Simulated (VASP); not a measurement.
Given:

```yaml
crystal:
  lattice:
    - [0.00000, 3.27276, 3.27276]
    - [3.27276, 0.00000, 3.27276]
    - [3.27276, 3.27276, 0.00000]
  atoms:
    - { symbol: Cd, position: [0.00000, 0.00000, 0.00000] }
    - { symbol: Te, position: [0.25000, 0.25000, 0.25000] }
```

Method: r2SCAN meta-GGA, VASP's PBE PAW potentials (set 64) (plane waves; VASP). Run with 400 eV cut-off, 13×13×13 Γ-centred mesh, Gaussian smearing of 0.010 eV, potentials Cd Te.

Question: Give the direction-averaged independent-particle dielectric function (no local fields, no excitons; a broadening of 0.1 eV leaves a tail below the gap, and fine structure carries the noise of the k-mesh).

Answer: 
```tsv
ħω (eV)	ε₁	ε₂
0.00	7.51	0.00
0.20	7.53	0.02
0.40	7.60	0.05
0.70	7.79	0.10
0.90	8.03	0.17
1.10	8.35	0.46
1.40	8.65	0.47
1.60	9.36	1.45
1.80	8.67	1.33
2.10	9.45	1.85
2.30	10.02	2.46
2.50	10.49	3.07
2.80	10.54	4.05
3.00	9.98	6.95
3.20	9.07	7.46
3.50	6.06	7.01
3.70	6.77	6.25
3.90	6.47	6.92
4.20	7.44	6.16
4.40	9.14	8.92
4.60	6.46	12.79
4.90	2.06	13.27
5.10	-1.15	12.25
5.30	-3.22	7.78
5.60	0.44	5.38
5.80	1.59	7.33
6.00	0.07	8.21
6.30	-2.18	7.48
6.50	-2.35	6.49
6.70	-2.41	5.28
7.00	-2.98	5.47
7.20	-3.00	3.75
7.40	-2.06	3.88
7.70	-2.50	3.10
7.90	-2.75	2.37
8.10	-2.07	2.13
8.40	-1.70	1.87
8.60	-1.42	1.88
8.80	-1.38	1.70
9.10	-1.32	1.65
```
ε₂ peaks at 3.3 eV (height 8.3), 4.9 eV (height 13.3), 6.1 eV (height 8.4); ε₁(0) averages 7.51, so the electronic refractive index below the gap tends to √7.51 = 2.74.

The compound is CdTe in the zinc blende structure. It was relaxed first.
